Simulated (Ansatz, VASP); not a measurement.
**ZnNi (ZnNi (P4/mmm)): VASP beside Ansatz**

Wanted: the spread between two codes on one cell, functional and k mesh. The cell is taken from a series of runs on this material, whose earlier steps may have relaxed, scaled, displaced or heated it; both programs get it as it stands.

Calculated with Ansatz 0.2.0; plane waves, with VASP 6.6.1 beside it; relaxation of cell and atoms at r2SCAN.

### 1. The starting structure

The structure is tetragonal, space group P4/mmm (No. 123). Conventional cell: a = 2.697 Å, b = 2.697 Å, c = 3.182 Å, α = 90.00°, β = 90.00°, γ = 90.00°. Nearest to Zn lie 8 Ni at 2.48 Å and 4 Zn at 2.70 Å. Ni has 8 Zn at 2.48 Å and 4 Ni at 2.70 Å nearest. Farther neighbours are not listed.

As a file:

```xyz
2
Lattice="2.6966 0.0000 0.0000 0.0000 2.6966 0.0000 0.0000 0.0000 3.1820" Properties=species:S:1:pos:R:3 pbc="T T T"
Zn    1.3483    1.3483    1.5910
Ni    0.0000    0.0000    0.0000
```

### 2. VASP: relaxation of cell and atoms, r2SCAN

The relaxed volume is the usual yardstick between codes: in a stiff, nearly cubic crystal its relative difference is about their pressure difference at one cell divided by the bulk modulus.

Lines of VASP's logs that name or quote its potential files are left out, and so is its time.

Contents of INCAR:

```
SYSTEM = ZnNi
PREC = Accurate
ENCUT = 660
EDIFF = 1E-07
NELM = 120
ISMEAR = -1
SIGMA = 0.05
LREAL = .FALSE.
ALGO = Normal
METAGGA = R2SCAN
LASPH = .TRUE.
NBANDS = 17
LORBIT = 11
LWAVE = .FALSE.
LCHARG = .FALSE.
ISIF = 3
IBRION = 2
NSW = 80
EDIFFG = -0.005
GGA_COMPAT = .FALSE.
NELMIN = 4
LMIXTAU = .TRUE.
KPAR = 2
```

Contents of POSCAR:

```
ZnNi
1.0
    2.6965750000      0.0000000000      0.0000000000
    0.0000000000      2.6965750000      0.0000000000
    0.0000000000      0.0000000000      3.1819530000
Zn Ni
1 1
Direct
    0.5000001854      0.5000001854      0.5000001571
    0.0000000000      0.0000000000      0.0000000000
```

Contents of KPOINTS:

```
Automatic mesh
0
Gamma
14 14 12
0 0 0
```

Potentials, in the order of the species: Zn and Ni (PBE family, release 64).

Run with:

```bash
$ mpirun -np 2 vasp_std
```

Numbers of over 12 decimals in the logs are rounded to 6 here.

Output:

```text
[banner, memory and clock lines left out]
running    2 mpi-ranks, on    1 nodes
 distrk:  each k-point on    1 cores,    2 groups
 distr:  one band on    1 cores,    1 groups

 POSCAR found type information on POSCAR ZnNi
 POSCAR found :  2 types and       2 ions
|                                                                             |
|               ----> ADVICE to this user running VASP <----                  |
|                                                                             |
|     You enforced a specific xc type in the INCAR file but a different       |
|     [... a line on the potential file left out ...]
|     I HOPE YOU KNOW WHAT YOU ARE DOING!                                     |
|                                                                             |

 LDA part: xc-table for (None), standard interpolation
 POSCAR, INCAR and KPOINTS ok, starting setup
 FFT: planning ... GRIDC
 FFT: planning ... GRID_SOFT
 FFT: planning ... GRID
 WAVECAR not read
 entering main loop
       N       E                     dE             d eps       ncg     rms          rms(c)
DAV:   1     0.926428505388E+02    0.92643E+02   -0.12978E+04  9024   0.242E+03
DAV:   2    -0.204249137297E+02   -0.11307E+03   -0.10879E+03  8627   0.323E+02
DAV:   3    -0.248707152135E+02   -0.44458E+01   -0.44115E+01  9604   0.771E+01
DAV:   4    -0.249147886051E+02   -0.44073E-01   -0.44059E-01 10447   0.667E+00
DAV:   5    -0.249158096615E+02   -0.10211E-02   -0.10210E-02  9876   0.945E-01    0.109E+01
DAV:   6    -0.233233399832E+02    0.15925E+01   -0.17999E+01  8961   0.772E+01    0.128E+01
DAV:   7    -0.213584431816E+02    0.19649E+01   -0.64071E+00  9188   0.635E+01    0.363E+00
DAV:   8    -0.213714637075E+02   -0.13021E-01   -0.36548E-01 10614   0.102E+01    0.214E+00
DAV:   9    -0.213609544571E+02    0.10509E-01   -0.61852E-02 10298   0.399E+00    0.417E-01
DAV:  10    -0.213646340785E+02   -0.36796E-02   -0.14757E-02 11770   0.161E+00    0.299E-01
DAV:  11    -0.213674010075E+02   -0.27669E-02   -0.44001E-03 11251   0.851E-01    0.442E-02
DAV:  12    -0.213674058088E+02   -0.48013E-05   -0.19068E-04 10863   0.298E-01    0.352E-02
DAV:  13    -0.213673994476E+02    0.63611E-05   -0.50391E-05 10741   0.110E-01    0.107E-02
DAV:  14    -0.213674156075E+02   -0.16160E-04   -0.21309E-05  9185   0.513E-02    0.412E-03
DAV:  15    -0.213674168099E+02   -0.12024E-05   -0.11035E-06  9739   0.148E-02    0.168E-03
DAV:  16    -0.213674170778E+02   -0.26788E-06   -0.18246E-07  8111   0.560E-03    0.150E-03
DAV:  17    -0.213674167907E+02    0.28707E-06   -0.35791E-08  4512   0.336E-03    0.660E-04
DAV:  18    -0.213674165590E+02    0.23167E-06   -0.15448E-08  4408   0.172E-03    0.155E-04
DAV:  19    -0.213674165620E+02   -0.29249E-08   -0.32647E-09  4382   0.709E-04
   1 F= -.21367417E+02 E0= -.21365154E+02  d E =-.213674E+02
[... from here on, the cycles between the ionic steps are left out ...]
   2 F= -.21367416E+02 E0= -.21365143E+02  d E =0.218307E-06
   3 F= -.21367495E+02 E0= -.21365227E+02  d E =-.781796E-04
   4 F= -.21367489E+02 E0= -.21365219E+02  d E =-.723547E-04
   5 F= -.21367491E+02 E0= -.21365221E+02  d E =-.739708E-04
   6 F= -.21367530E+02 E0= -.21365274E+02  d E =-.391566E-04
   7 F= -.21367605E+02 E0= -.21365395E+02  d E =-.114538E-03
   8 F= -.21367556E+02 E0= -.21365431E+02  d E =-.650612E-04
 curvature:   2.51 expect dE= 0.384E-04 dE for cont linesearch  0.369E-04
 ZBRENT: bracketing found
 ZBRENT: interpolating
 opt :   5.9333  next Energy=   -21.367626 (dE=-0.136E-03)
 bond charge predicted
       N       E                     dE             d eps       ncg     rms          rms(c)
DAV:   1    -0.213693018964E+02   -0.17463E-02   -0.50968E-02  9200   0.207E+00    0.314E-01
DAV:   2    -0.213680776652E+02    0.12242E-02   -0.86307E-04  9919   0.509E-01    0.185E-01
DAV:   3    -0.213677955548E+02    0.28211E-03   -0.13989E-03 11201   0.675E-01    0.129E-01
DAV:   4    -0.213676022818E+02    0.19327E-03   -0.59716E-04  9799   0.500E-01    0.146E-02
DAV:   5    -0.213676163315E+02   -0.14050E-04   -0.52218E-05  9166   0.748E-02    0.819E-03
DAV:   6    -0.213676177361E+02   -0.14046E-05   -0.60079E-06  9401   0.282E-02    0.268E-03
DAV:   7    -0.213676182415E+02   -0.50538E-06   -0.18080E-06  8954   0.134E-02    0.104E-03
DAV:   8    -0.213676182684E+02   -0.26933E-07   -0.21878E-07  8284   0.497E-03
   9 F= -.21367618E+02 E0= -.21365444E+02  d E =-.127736E-03
 curvature:  -1.43 expect dE=-0.861E-06 dE for cont linesearch -0.755E-07
 trial: gam=-0.05771 g(F)=  0.155E-44 g(S)=  0.601E-06 ort = 0.169E-05 (trialstep = 0.193E+01)
 search vector abs. value=  0.587E-06
 reached required accuracy - stopping structural energy minimisation
```

OUTCAR, selected parts (step 2):

```text
ion  position               nearest neighbor table
   1  0.500  0.500  0.500-   2 2.48   2 2.48   2 2.48   2 2.48   2 2.48   2 2.48   2 2.48   2 2.48

  LATTYP: Found a simple tetragonal cell.
 ALAT       =     2.6965750000
 C/A-ratio  =     1.1799979604

 Subroutine GETGRP returns: Found 16 space group operations
 (whereof 16 operations were pure point group operations)

The static configuration has the point symmetry D_4h.

 Found    252 irreducible k-points:

   k-points           NKPTS =    252   k-points in BZ     NKDIM =    252   number of bands    NBANDS=     17

   dimension x,y,z NGX =    24 NGY =   24 NGZ =   28
   dimension x,y,z NGXF=    48 NGYF=   48 NGZF=   56

   ENCUT  =  660.0 eV  48.51 Ry    6.96 a.u.   5.65  5.65  6.67*2*pi/ulx,y,z

   NELECT =      22.0000    total number of electrons

 k-points in reciprocal lattice and weights: Automatic mesh
   0.00000000  0.00000000  0.00000000       0.000
   0.07142857  0.00000000  0.00000000       0.002
   0.14285714  0.00000000  0.00000000       0.002
   0.21428571  0.00000000  0.00000000       0.002
   0.28571429  0.00000000  0.00000000       0.002
   0.35714286  0.00000000  0.00000000       0.002
   0.42857143  0.00000000  0.00000000       0.002
   0.50000000  0.00000000  0.00000000       0.001
   0.07142857  0.07142857  0.00000000       0.002
[...]
0.50000000  0.42857143  0.50000000       0.002
   0.50000000  0.50000000  0.50000000       0.000

 average (electrostatic) potential at core
       1 -38.5711       2 -89.9983

 E-fermi :   6.2733

 k-point     1 :       0.0000    0.0000    0.0000
  band No.  band energies     occupation
    ...
      7       3.8373      2.00000
      8       3.9904      2.00000
      9       5.2979      2.00000
     10       5.2979      2.00000
     11       5.4890      2.00000
     12      10.0697      0.00000
     13      16.3554      0.00000
     14      16.6236      0.00000
     15      16.6236      0.00000
     16      21.3834      0.00000
    ...

 k-point     2 :       0.0714    0.0000    0.0000
  band No.  band energies     occupation
    ...
      7       3.8544      2.00000
      8       4.0014      2.00000
      9       5.1912      2.00000
     10       5.2945      2.00000
     11       5.4459      2.00000
     12      10.3078      0.00000
     13      15.4231      0.00000
     14      16.4441      0.00000
     15      16.7983      0.00000
     16      22.0168      0.00000
    ...

 k-point     3 :       0.1429    0.0000    0.0000
  band No.  band energies     occupation
    ...
      7       3.8840      2.00000
      8       4.0426      2.00000
      9       4.9281      2.00000
     10       5.2847      2.00000
     11       5.3289      2.00000
     12      10.9636      0.00000
     13      13.2752      0.00000
     14      16.5817      0.00000
     15      17.3101      0.00000
     16      22.6251      0.00000
    ...

  Total       -0.0033415     -0.0033415     -0.0016063      0.0000000      0.0000000      0.0000000
  in kB       -0.2306869     -0.2306869     -0.1108923      0.0000000      0.0000000      0.0000000
  external PRESSURE =      -0.1907554 kB  Pullay stress =       0.0000000 kB

  energy-cutoff  :      660.00
  volume of cell :       23.21
      direct lattice vectors                 reciprocal lattice vectors
     2.691094770  0.000000000  0.000000000     0.371595981  0.000000000  0.000000000
     0.000000000  2.691094770 -0.000000000     0.000000000  0.371595981 -0.000000000
     0.000000000  0.000000000  3.204578515     0.000000000  0.000000000  0.312053518

 POSITION                                       TOTAL-FORCE (eV/Angst)
 -----------------------------------------------------------------------------------
      1.34555      1.34555      1.60229         0.000000     -0.000000      0.000000
      0.00000      0.00000     -0.00000         0.000000      0.000000      0.000000
 -----------------------------------------------------------------------------------
    total drift:                               -0.000043     -0.000043     -0.000047

  FREE ENERGIE OF THE ION-ELECTRON SYSTEM (eV)
  ---------------------------------------------------
  free  energy   TOTEN  =       -21.3676182684 eV

  energy  without entropy=      -21.3632696181  energy(sigma->0) =      -21.36544394

 reached required accuracy - stopping structural energy minimisation

 total charge
# of ion       s       p       d       tot
------------------------------------------
    1        0.612   0.589   9.766  10.967
    2        0.451   0.468   8.459   9.377
--------------------------------------------------
tot          1.063   1.057  18.225  20.344

[... 3 further parts left out ...]
```

The run keeps the 16 symmetry operations of its start, so it cannot find a distortion of lower symmetry.

### 3. Ansatz: relaxation of cell and atoms, r2SCAN

Ansatz runs on its PAW soft_1 files.

The same cell, functional, mesh and smearing now go to Ansatz.

Contents of input.yaml:

```yaml
crystal:
  lattice:
    - [2.6965751, 0.0, 0.0]
    - [0.0, 2.6965751, 0.0]
    - [0.0, 0.0, 3.1819534]
  atoms:
    - { symbol: Zn, position: [0.5, 0.5, 0.5] }
    - { symbol: Ni, position: [0.0, 0.0, 0.0] }
basis:
  ecutwfc: 500
  xc_grid: 2
hamiltonian:
  xc: r2scan
  pseudopotentials: { kind: paw, azcp: { folder: soft_1 } }
kpoints:
  mp_grid: { grid: [14, 14, 12] }
scf:
  occupations: { method: fermi_dirac, width: 0.05 }
  max_iter: 150
output:
  forces: true
  stress: true
relax:
  f_tol: 0.01
  max_steps: 60
  cell: {}
checkpoint:
  write: "../r2scan.run"
  compress: false
  write_wavefunctions: false
  write_every: 100000
```

Run with:

```bash
$ ansatz run input.yaml --threads 4 --pin off --max-ram 6594MiB --backend cpu --events-out ev --progress --plain --runs-dir out
```

Output:

```text
Engine: ansatz 0.2.0, aarch64-unknown-linux-gnu
Pseudopotentials: kind: paw
Pseudopotential: Zn, paw, valence charge 12, recommended cutoff 500 eV (meta_gga), soft_1/Zn.paw.azcp
Pseudopotential: Ni, paw, valence charge 18, recommended cutoff 500 eV (meta_gga), soft_1/Ni.paw.azcp
Functional definition: r2SCAN
  parameter k0 = 0.174
  parameter k1 = 0.065
  parameter a1 = 4.9479
  exchange = r2scan_x(k0 = k0, k1 = k1, a1 = a1)
  correlation = r2scan_c
Crystal: 2 atoms, lattice volume = 23.138 Å³
Basis set: ecut = 500 eV, 575 PW (Γ), exchange–correlation on 40×40×48 points (8 copies of the dense FFT grid, shifted against one another)
Bands: 19, of which v1, the nominal top of the filled ones, is band 15 counted from 1 (14 counted from 0)
Symmetry: 16 space group operations
Space group: P4/mmm (ITA 123), of the structure as read, at distance tolerance 2.8e-5 Å
k-points: 252 of 2352
Non-local potential: Zn, projectors of the file, l = 0: 2, l = 1: 2, l = 2: 3, l = 3: 1
Non-local potential: Ni, projectors of the file, l = 0: 3, l = 1: 2, l = 2: 3, l = 3: 1
PAW form: soft (Blöchl's): semilocal exchange-correlation on the pseudo side does not see the compensation charge
PAW frozen core: Zn, regenerated for the run's functional (the file was generated under x = pbe(κ = 0.804, μ = 0.219515), c = pbe(β = 0.066725))
PAW frozen core: Ni, regenerated for the run's functional (the file was generated under x = pbe(κ = 0.804, μ = 0.219515), c = pbe(β = 0.066725))
PAW one-centre angular grid: Zn, 590 points (default); XC on 160 Gauss nodes
PAW one-centre angular grid: Ni, 590 points (default); XC on 160 Gauss nodes
Initial density: superposition of atomic densities (chi_scale 0.1, normalization cell, long waves kept (reshape's long-wave potential 0.00 eV rms))
Initial wavefunctions: pseudopotential atomic-orbital guess
Functional: x = r2scan, c = r2scan; τ floored in thin density (d = 2e-4 eV/Å³)
SCF iter   1: F=—  HF=-9171.926564 eV  |F-HF|=—  |Δ(HF+E_count)|=         —  Δρ=1.40e-1  dr2=3.95e0  dr2_τ=8.98e-2  ethr=3.10e-3  ⟨swp⟩=5.9  Hψ=25047  notcnv=0
preconditioner: auto → none  [metal: Δε(μ)=0.012 eV  Ē_g=11.913 eV  σ=0.050 eV  W_gap=0.06  n_scr=6 (ndim 8)  ℏωp=36.2 eV  f_vac=0.000  D(μ)=0.64/eV (n_scr^D=2)  sad-step TF]
SCF iter   2: F=—  HF=-9171.856205 eV  |F-HF|=—  |Δ(HF+E_count)|=   7.04e-2  Δρ=1.30e-1  dr2=1.79e0  dr2_τ=1.14e-2  ethr=3.10e-3  ⟨swp⟩=3.2  Hψ=12548  notcnv=0  defer=20
SCF iter   3: F=—  HF=-9171.483522 eV  |F-HF|=—  |Δ(HF+E_count)|=   3.73e-1  Δρ=2.24e-2  dr2=5.36e-2  dr2_τ=2.28e-3  ethr=3.10e-3  ⟨swp⟩=3.8  Hψ=11541  notcnv=0  defer=16
SCF iter   4: F=—  HF=-9171.483445 eV  |F-HF|=—  |Δ(HF+E_count)|=   7.68e-5  Δρ=1.57e-2  dr2=3.11e-2  dr2_τ=2.78e-4  ethr=1.79e-4  ⟨swp⟩=2.6  Hψ=9277  notcnv=0  defer=19
SCF iter   5: F=—  HF=-9171.479603 eV  |F-HF|=—  |Δ(HF+E_count)|=   3.84e-3  Δρ=7.38e-3  dr2=5.70e-3  dr2_τ=5.20e-5  ethr=1.04e-4  ⟨swp⟩=2.3  Hψ=8805  notcnv=0  defer=19
SCF iter   6: F=—  HF=-9171.480424 eV  |F-HF|=—  |Δ(HF+E_count)|=   8.21e-4  Δρ=2.52e-3  dr2=8.34e-4  dr2_τ=6.75e-6  ethr=1.90e-5  ⟨swp⟩=2.3  Hψ=8888  notcnv=0  defer=19
SCF iter   7: F=—  HF=-9171.480471 eV  |F-HF|=—  |Δ(HF+E_count)|=   4.64e-5  Δρ=2.07e-3  dr2=5.95e-4  dr2_τ=3.33e-6  ethr=2.78e-6  ⟨swp⟩=1.0  Hψ=5145  notcnv=0  defer=19
SCF iter   8: F=—  HF=-9171.480430 eV  |F-HF|=—  |Δ(HF+E_count)|=   4.04e-5  Δρ=1.92e-4  dr2=6.78e-6  dr2_τ=1.43e-8  ethr=1.98e-6  ⟨swp⟩=2.0  Hψ=5574  notcnv=0  defer=19
SCF iter   9: F=—  HF=-9171.480454 eV  |F-HF|=—  |Δ(HF+E_count)|=   2.39e-5  Δρ=2.06e-5  dr2=7.21e-8  dr2_τ=1.55e-9  ethr=3.33e-10  ⟨swp⟩=4.4  Hψ=23675  notcnv=0
SCF iter  10: F=-9171.480454 eV  HF=-9171.480454 eV  |F-HF|=1.14e-8  |Δ(HF+E_count)|=   1.04e-8  Δρ=1.03e-5  dr2=1.62e-8  dr2_τ=6.73e-11  ethr=2.40e-10  ⟨swp⟩=2.8  Hψ=18117  notcnv=0
SCF 1 converged in 10 iterations: F = -9171.480454 eV  dr2 = 1.62e-8
  greatest PAW one-centre occupation: 1.001 electrons in one spin orbital (limit 2), on the Ni atom at site 1 (counted from 0), in its partial waves of l = 1
relax step   1: F+E_penalty+E_count = -9171.48045413 eV  Δ(F+E_penalty+E_count) = +0.000e0 eV  max|allowed force component| = 1.279e-28 eV/Å  Δτ_max = 0.0000 Å  P = -0.027 GPa  Ω = 23.138 Å³  (10 SCF iters, dr2 threshold 1.00e-7 eV, accepted)
[...]
relax step   2: F+E_penalty+E_count = -9171.48051076 eV  Δ(F+E_penalty+E_count) = -5.663e-5 eV  max|allowed force component| = 1.627e-30 eV/Å  Δτ_max = 0.0000 Å  P = -0.002 GPa  Ω = 23.134 Å³  energy of the carried Pulay correction = +1.436e-6 eV  (5 SCF iters, dr2 threshold 1.33e-7 eV, accepted)
[...]
relax step   3: F+E_penalty+E_count = -9171.48060746 eV  Δ(F+E_penalty+E_count) = -9.669e-5 eV  max|allowed force component| = 5.916e-31 eV/Å  Δτ_max = 0.0000 Å  P = +0.002 GPa  Ω = 23.135 Å³  energy of the carried Pulay correction = -2.505e-6 eV  (5 SCF iters, dr2 threshold 1.06e-7 eV, accepted)
[...]
relax step   4: F+E_penalty+E_count = -9171.48060994 eV  Δ(F+E_penalty+E_count) = -2.483e-6 eV  max|allowed force component| = 3.008e-30 eV/Å  Δτ_max = 0.0000 Å  P = +0.002 GPa  Ω = 23.135 Å³  stress off target by 4.04e-3 GPa  SCF on the basis re-selected at this cell (its energy is not comparable with the rows above)  (7 SCF iters)
basis re-selected at this cell: Δ(F+E_penalty+E_count) = -2.483e-6 eV, ΔP = -0.000 GPa vs the last step (what re-selecting the basis moved, of the pressure what is left beyond the Pulay correction that the steps carried, after the strain that the cell walked since its last selection, with what the two solves' SCF thresholds leave and, on support functions, any second-order correction that the steps lacked; it is no m [...]
SCF converged after 7 iterations
Free energy (F): -9171.480610 eV
Harris-Foulkes:  -9171.480610 eV  (|F-HF|=6.18e-11)
Internal energy: -9171.476302 eV  (E = F + TS)
E sigma→0 (E₀):  -9171.478456 eV
Entropy (-TS):   -0.004308 eV (-2.154 meV/atom)
Fermi energy:    15.487187 eV
--- Per-component energies (eV) ---
  E_band       = -246.475737
  E_kinetic    = 490.323810
  E_local      = -4576.410407  (includes V_loc(G=0)·N_el)
  E_nonlocal   = 709.180186
  E_hartree    = 2199.426331
  E_xc         = -179.847253
  E_vxc        = -213.886235  (∫ρ·V_xc dr)
  E_paw        = -3586.450169  (= ΣΔE_a)
  E_vpaw       = -1068.304019  (= ΣTr[D̂ρ^β])
  E_aug_tail   = 0.000570  (compensation charges beyond the density's cutoff)
  E_vtau       = 13.767804  (kinetic-family band-sum trace: ∫τ·v_τ [+ j·A + Jᵃ·Aᵃ] dr)
  E_ewald      = -4227.216687
  E_core_change = -0.482684  (= ΣΔE_core)
  E_smearing   = -0.004308  (= −TS)
  E_closure    = -0.000000  (closes the sum)
  Σ components = -9171.480610   (vs F -9171.480610, Δ=0.00e0)
--- Forces (eV/Å), atoms counted from 1 ---
  atom   1  Zn    -0.00000000    -0.00000000     0.00000000
  atom   2  Ni     0.00000000    -0.00000000     0.00000000
  max |Σ_I F_I| component: 6.61e-30 eV/Å
--- Stress (GPa, compression-positive) ---
        0.004042      -0.000000       0.000000
       -0.000000       0.004042       0.000000
        0.000000       0.000000      -0.001600
  P = ⅓ Tr σ = 0.0022 GPa (0.022 kbar)
--- Relaxed structure (3 steps of the walk, 3 accepted, 1 SCFs on fresh bases) ---
  F+E_penalty+E_count = -9171.48060994 eV   max|allowed force component| = 3.008e-30 eV/Å   (the final SCF, on the basis selected at the relaxed cell)
  cell:  # Å, volume = 23.1349 Å³
    - [2.688845, 0, 0]
    - [0, 2.688845, 0]
    - [0, 0, 3.199898]
  atoms:
    - { symbol: Zn, position: [0.5, 0.5, 0.500000] }
    - { symbol: Ni, position: [0, 0, 0] }
```

### 4. Side by side

Known differences besides the potentials themselves: VASP keeps PBE cores, Ansatz makes them for the functional; the data sets hold 30 valence electrons in Ansatz (on its PAW soft_1 files) and 22 in VASP; the cutoff is 500 eV in Ansatz and 660 eV in VASP; Ansatz adds a Pulay correction to the stress that steers its cell, VASP none. Total energies have different zeros and are not compared.

Both answers:

```
                                         quantity  Ansatz   VASP  difference
                                      volume (Å³)   23.13  23.21     -0.31 %
edge a after relaxation, in the typed setting (Å)   2.689  2.691     -0.09 %
edge c after relaxation, in the typed setting (Å)   3.200  3.205     -0.15 %
```

### 5. What came out

```yaml
difference_in_volume_relaxation_of_cell_and_atoms_r2scan: -0.31 %
```

What this shows: The difference in volume is -0.31 % (relaxation of cell and atoms, r2SCAN), within the 1.2 % picked in this series as the mark of a large difference, as far as the stopping tolerances let one tell. The data sets hold unlike numbers of valence electrons (30 in Ansatz and 22 in VASP), so part of the differences comes from the potentials. How closely two codes agree says nothing of how well the functional describes the real material.

[Lines on the potential files, build, host, timing and source positions are cut from VASP's logs without a mark.]

[Logs are printed without paths, hosts, clocks, repeated set-up lines and the standing remarks that a program may print on its own settings, such as how far it seeks lower states.]

[Hosts, paths, dates, database ids (printed as entryN), source tags and the programs' standing remarks are cut or masked in the printed files.]
